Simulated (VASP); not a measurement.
# B6As with r2SCAN: from relaxation to properties, part 2 of 6

Wanted: the relaxed cell of B6As and its properties. The start is a computed cell from the Materials Project.

VASP 6.6.1; r2SCAN; plane waves and PAW (B, As).

So far, gap on the k-mesh (eV): step 2 (relaxing cell and atoms (r2SCAN)) 2.88.

**3. Single point with fields (r2SCAN)**

A single point on the relaxed cell gives a clean self-consistent state, with density, ELF and potential written out.

INCAR reads:

```
SYSTEM = B6As
PREC = Accurate
ENCUT = 420
EDIFF = 1E-06
NELM = 100
ISMEAR = 0
SIGMA = 0.05
LREAL = .FALSE.
ALGO = Normal
METAGGA = R2SCAN
LASPH = .TRUE.
NBANDS = 37
LORBIT = 11
LWAVE = .FALSE.
LCHARG = .TRUE.
ISIF = 2
LELF = .TRUE.
LVHAR = .TRUE.
```

POSCAR reads:

```
B6As
1.0
    3.0681974718      1.7714246363      3.9662570784
   -3.0681974718      1.7714246363      3.9662570784
    0.0000000000     -3.5428492726      3.9662570784
B As
12 2
Direct
    0.0151726854      0.0151726854      0.3249499672
    0.0151726854      0.3249499672      0.0151726854
    0.8217650318      0.2726610933      0.8217650318
    0.8217650318      0.8217650318      0.2726610933
    0.2726610933      0.8217650318      0.8217650318
    0.7273389067      0.1782349682      0.1782349682
    0.1782349682      0.7273389067      0.1782349682
    0.1782349682      0.1782349682      0.7273389067
    0.9848273146      0.6750500328      0.9848273146
    0.9848273146      0.9848273146      0.6750500328
    0.6750500328      0.9848273146      0.9848273146
    0.3249499672      0.0151726854      0.0151726854
    0.6004097805      0.6004097805      0.6004097805
    0.3995902195      0.3995902195      0.3995902195
```

KPOINTS reads:

```
Automatic mesh
0
Gamma
6 6 6
0 0 0
```

Potentials, in the order of the species: B and As (PBE family, release 64).

Launch:

```
$ mpirun -np 8 vasp_std
```

Output:

```text
[banner, memory and clock lines left out]
running    8 mpi-ranks, on    1 nodes
 distrk:  each k-point on    8 cores,    1 groups
 distr:  one band on    1 cores,    8 groups

 POSCAR found type information on POSCAR B As
 POSCAR found :  2 types and      14 ions
 [... a notice as in an earlier step ...]

 [... a notice as in an earlier step ...]

 LDA part: xc-table for (None), standard interpolation
|                                                                             |
|           W    W    AA    RRRRR   N    N  II  N    N   GGGG   !!!           |
|           W    W   A  A   R    R  NN   N  II  NN   N  G    G  !!!           |
|           W    W  A    A  R    R  N N  N  II  N N  N  G       !!!           |
|           W WW W  AAAAAA  RRRRR   N  N N  II  N  N N  G  GGG   !            |
|           WW  WW  A    A  R   R   N   NN  II  N   NN  G    G                |
|           W    W  A    A  R    R  N    N  II  N    N   GGGG   !!!           |
|                                                                             |
|     The number of bands has been changed from the values supplied in        |
|     The orbitals not found in the WAVECAR file will be initialized with     |
|     random numbers, which is usually adequate. For correlated               |
|     calculations, however, you should redo the groundstate calculation.     |
|     I found NBANDS = 37. Now, NBANDS = 40.                                  |
|                                                                             |

 POSCAR, INCAR and KPOINTS ok, starting setup
 FFT: planning ... GRIDC
 FFT: planning ... GRID_SOFT
 FFT: planning ... GRID
 WAVECAR not read
 entering main loop
       N       E                     dE             d eps       ncg     rms          rms(c)
DAV:   1     0.574953775857E+02    0.57495E+02   -0.18399E+04  2560   0.899E+02
DAV:   2    -0.125917733331E+03   -0.18341E+03   -0.17219E+03  3296   0.190E+02
DAV:   3    -0.133602749646E+03   -0.76850E+01   -0.76205E+01  3360   0.350E+01
DAV:   4    -0.133662916068E+03   -0.60166E-01   -0.60084E-01  3328   0.327E+00
DAV:   5    -0.133663632166E+03   -0.71610E-03   -0.71600E-03  3312   0.338E-01    0.130E+01
DAV:   6    -0.120955564560E+03    0.12708E+02   -0.66259E+00  2952   0.135E+01    0.755E+00
DAV:   7    -0.120462267700E+03    0.49330E+00   -0.31348E+00  3392   0.824E+00    0.283E+00
DAV:   8    -0.120460829188E+03    0.14385E-02   -0.60170E-01  2968   0.356E+00    0.113E+00
DAV:   9    -0.120458596417E+03    0.22328E-02   -0.28416E-02  3128   0.757E-01    0.637E-01
DAV:  10    -0.120459068827E+03   -0.47241E-03   -0.69103E-03  3272   0.401E-01    0.146E-01
DAV:  11    -0.120459085319E+03   -0.16492E-04   -0.11544E-03  3088   0.165E-01    0.690E-02
DAV:  12    -0.120459093188E+03   -0.78687E-05   -0.15274E-04  3184   0.647E-02    0.113E-02
DAV:  13    -0.120459095870E+03   -0.26817E-05   -0.19028E-05  3120   0.205E-02    0.721E-03
DAV:  14    -0.120459095791E+03    0.78614E-07   -0.14796E-06  2632   0.784E-03
   1 F= -.12045910E+03 E0= -.12045910E+03  d E =-.891062E-16
```

Wall time 48 s (8 MPI ranks of AMD EPYC 9R45, shared host); peak memory 1.1 GiB; 6.2 min of CPU time.

From OUTCAR (step 3):

```text
  LATTYP: Found a trigonal (rhomboedric) cell.
 ALAT       =     5.3181741397
 COS(alpha) =     0.3343108118

The static configuration has the point symmetry D_3d.

 Found     32 irreducible k-points:

   k-points           NKPTS =     32   k-points in BZ     NKDIM =     32   number of bands    NBANDS=     40

   NELECT =      46.0000    total number of electrons

 E-fermi :   4.6484

 k-point     1 :       0.0000    0.0000    0.0000
  band No.  band energies     occupation
    ...
     19       3.0201      2.00000
     20       4.1710      2.00000
     21       4.1710      2.00000
     22       4.3050      2.00000
     23       4.3050      2.00000
     24       9.1629      0.00000
     25       9.4700      0.00000
     26       9.4700      0.00000
     27       9.6738      0.00000
     28      10.6198      0.00000
    ...

 k-point     2 :       0.1667    0.0000    0.0000
  band No.  band energies     occupation
    ...
     19       3.3931      2.00000
     20       3.7520      2.00000
     21       3.9145      2.00000
     22       4.0043      2.00000
     23       4.3145      2.00000
     24       8.8654      0.00000
     25       9.3111      0.00000
     26       9.7689      0.00000
     27       9.8663      0.00000
     28      10.6517      0.00000
    ...

  Total       -0.0006951     -0.0006951      0.0532294      0.0000000     -0.0000000      0.0000000
  in kB       -0.0086109     -0.0086109      0.6593621      0.0000000     -0.0000000      0.0000000
  external PRESSURE =       0.2140468 kB  Pullay stress =       0.0000000 kB

 POSITION                                       TOTAL-FORCE (eV/Angst)
 -----------------------------------------------------------------------------------
      0.00000     -1.09749      1.40919         0.000000     -0.001204     -0.002152
     -0.95046      0.54875      1.40919        -0.001043      0.000602     -0.002152
      1.68476     -0.97270      7.60011         0.000709     -0.000409      0.000902
      0.00000      1.94539      7.60011         0.000000      0.000818      0.000902
     -1.68476     -0.97270      7.60011        -0.000709     -0.000409      0.000902
      1.68476      0.97270      4.29866         0.000709      0.000409     -0.000902
     -1.68476      0.97270      4.29866        -0.000709      0.000409     -0.000902
      0.00000     -1.94539      4.29866         0.000000     -0.000818     -0.000902
      0.95046     -0.54875     10.48958         0.001043     -0.000602      0.002152
      0.00000      1.09749     10.48958         0.000000      0.001204      0.002152
     -0.95046     -0.54875     10.48958        -0.001043     -0.000602      0.002152
      0.95046      0.54875      1.40919         0.001043      0.000602     -0.002152
      0.00000      0.00000      7.14414         0.000000     -0.000000      0.005725
      0.00000      0.00000      4.75463         0.000000     -0.000000     -0.005725
 -----------------------------------------------------------------------------------
    total drift:                                0.000000      0.000000     -0.000000

  FREE ENERGIE OF THE ION-ELECTRON SYSTEM (eV)
  ---------------------------------------------------
  free  energy   TOTEN  =      -120.4590957911 eV

  energy  without entropy=     -120.4590957911  energy(sigma->0) =     -120.45909579

[... 5 parts as in an earlier step ...]

[... 7 further parts left out ...]
```

This step gave:

* SCF cycles: 14
* bands: 40
* Fermi energy: 4.648 eV
* pressure: 0.02140 GPa

Valence electrons inside each PAW sphere by angular momentum. Sphere charges, by row:

```
atom  s (e)  p (e)  d (e)  tot (e)
  B1  0.684  1.268      0    1.953
  B2  0.684  1.268      0    1.953
  B3  0.698  1.384      0    2.082
  B4  0.698  1.384      0    2.082
  B5  0.698  1.384      0    2.082
  B6  0.698  1.384      0    2.082
  B7  0.698  1.384      0    2.082
  B8  0.698  1.384      0    2.082
  B9  0.684  1.268      0    1.953
 B10  0.684  1.268      0    1.953
 B11  0.684  1.268      0    1.953
 B12  0.684  1.268      0    1.953
As13   1.18  1.732  0.088        3
As14   1.18  1.732  0.088        3
```

ELF in the ac plane of the conventional cell at fractional y = 0.000, with atoms of B and As within 0.2 Å of it. It is the smooth field of the valence electrons, not physical close to the nuclei.

Ten even steps from '_' (0.02) to '@' (0.94), each cell a mean:
```
__..++%%%%**--______::++%%%%**--__
::==**%%##++::______..==##%%##++--
********++--..________::++********
####++++++==..______..--++++++**##
==========--::::::::::::==========
______..::::--========--::....____
........::==++==::--++==::........
******==--++**==..::++**====++****
**##%%##++++****++****++==**%%%%**
==**%%##==--++++**++++==--**%%%%++
####**==..::==******++::..--**####
@@%%++..__..**@@@@@@##--____--##@@
%%%%++::__..++%%@@@@##--__..==##%%
++####++::::==++++++==--::==####**
==##%%%%++==++********====**%%%%++
**##%%##==++**++==++****==**%%%%##
======----++**--__::++++--::--====
________..--====--==++==::..______
......::::::----====--::::::::....
**++++++++==::........--++++++++**
####**++++--..________::++++++**##
++****##**==..________::++##****++
..--**%%%%**::______..==##%%##==::
__..==##%%##--______::++%%%%**::__
```
Columns run along a (6.1 Å), rows up along c (11.9 Å), edges of the conventional cell, whose origin can differ from the input's. Atoms in or near the plane, at fractional coordinates: B at (0.52, 0.31), B at (0.48, 0.69), As at (0.00, 0.60), As at (0.00, 0.40).

Valence density in the ac plane of the conventional cell at fractional y = 0.000, with atoms of B and As within 0.2 Å of it. It is the smooth field of the valence electrons, not physical close to the nuclei.

Values in e/Å³, 13 rows by 16 columns, each cell a mean:
```
0.23 0.35 0.61 0.78 0.61 0.30 0.13 0.07 0.06 0.09 0.21 0.48 0.74 0.71 0.45 0.26
0.53 0.61 0.66 0.57 0.36 0.18 0.09 0.05 0.05 0.07 0.13 0.27 0.49 0.64 0.64 0.55
0.18 0.19 0.20 0.20 0.18 0.16 0.17 0.18 0.19 0.17 0.16 0.17 0.19 0.20 0.19 0.18
0.12 0.11 0.10 0.11 0.15 0.26 0.46 0.57 0.56 0.53 0.34 0.19 0.12 0.10 0.10 0.11
0.30 0.49 0.48 0.33 0.27 0.33 0.47 0.58 0.58 0.53 0.38 0.28 0.29 0.41 0.52 0.38
0.20 0.48 0.45 0.25 0.17 0.19 0.32 0.48 0.52 0.39 0.23 0.16 0.20 0.36 0.52 0.32
0.64 0.47 0.24 0.11 0.08 0.16 0.38 0.71 0.81 0.52 0.23 0.10 0.09 0.17 0.37 0.59
0.06 0.47 0.51 0.30 0.20 0.22 0.32 0.45 0.48 0.38 0.25 0.19 0.24 0.42 0.56 0.23
0.37 0.44 0.40 0.29 0.26 0.34 0.51 0.60 0.59 0.57 0.40 0.28 0.26 0.35 0.44 0.40
0.08 0.08 0.08 0.10 0.14 0.23 0.40 0.52 0.53 0.47 0.30 0.17 0.11 0.08 0.08 0.08
0.25 0.27 0.28 0.26 0.21 0.16 0.14 0.13 0.13 0.13 0.15 0.19 0.24 0.27 0.27 0.26
0.51 0.61 0.70 0.63 0.40 0.19 0.09 0.05 0.05 0.07 0.14 0.30 0.54 0.70 0.66 0.54
0.18 0.30 0.57 0.79 0.65 0.33 0.14 0.07 0.06 0.10 0.23 0.52 0.78 0.69 0.40 0.21
```
Columns run along a (6.1 Å), rows up along c (11.9 Å), edges of the conventional cell, whose origin can differ from the input's. Atoms in or near the plane, at fractional coordinates: B at (0.52, 0.31), B at (0.48, 0.69), As at (0.00, 0.60), As at (0.00, 0.40).

Electrostatic potential energy in the ac plane of the conventional cell at fractional y = 0.000, with atoms of B and As within 0.2 Å of it. With pseudopotentials it is smooth inside the atoms' cores, unlike the true potential.

Ten even steps from '_' (-36 eV) to '@' (4 eV), each cell a mean:
```
@@%%%%####%%@@@@@@@@@@@@%%####%%@@
%%%%####%%@@@@@@@@@@@@@@%%##**##%%
%%**::--##@@@@@@@@@@@@@@%%++::==##
%%##++**%%@@@@@@@@@@@@@@@@##++**%%
@@@@@@@@@@@@@@@@@@@@@@@@@@@@@@@@@@
@@@@@@@@@@@@@@%%####%%@@@@@@@@@@@@
@@@@@@@@@@@@%%------**@@@@@@@@@@@@
++##%%@@@@@@##::++--++%%@@@@@@%%**
____++%%%%%%%%##++**%%%%%%%%##::__
++__--%%@@@@@@%%%%%%@@@@@@%%**__::
__..**%%@@@@@@%%**##%%@@@@@@%%--__
**##%%@@@@@@@@%%##%%@@@@@@@@@@%%**
--**%%@@@@@@@@%%**##@@@@@@@@%%##==
..__==%%@@@@@@%%**##%%@@@@@@##..__
==__--%%%%@@@@%%%%%%@@@@@@%%**__..
__::##%%%%%%%%++----##%%%%%%%%==..
##%%@@@@@@@@##::##--++%%@@@@@@%%%%
@@@@@@@@@@@@%%++--==##@@@@@@@@@@@@
@@@@@@@@@@@@@@@@%%%%@@@@@@@@@@@@@@
@@@@%%%%@@@@@@@@@@@@@@@@@@@@%%%%@@
%%##====%%@@@@@@@@@@@@@@%%**--++%%
%%**====##@@@@@@@@@@@@@@%%**--++%%
@@%%####%%%%@@@@@@@@@@@@%%####%%%%
@@@@%%####%%@@@@@@@@@@%%######%%@@
```
Columns run along a (6.1 Å; values clipped at the 3rd and 97th percentile), rows up along c (11.9 Å), edges of the conventional cell, whose origin can differ from the input's. Atoms in or near the plane, at fractional coordinates: B at (0.52, 0.31), B at (0.48, 0.69), As at (0.00, 0.60), As at (0.00, 0.40).

In this run the pressure is 0.02 GPa, small enough to go on; single stress components reach 0.07 GPa.

(Continued in part 3 of 6.)

[Lines on the potential files, build, host, timing and source positions are cut from VASP's logs without a mark.]

[Logs are printed without paths, hosts, clocks, repeated set-up lines and the standing remarks that a program may print on its own settings, such as how far it seeks lower states.]

[Hosts, paths, dates, database ids (printed as entryN), source tags and the programs' standing remarks are cut or masked in the printed files.]

[A measured line is paired with the nearest computed mode of its activity, which favours agreement.]

[In band tables of VASP the shares of atoms and orbitals are scaled to a sum of 1 inside the atoms' spheres.]
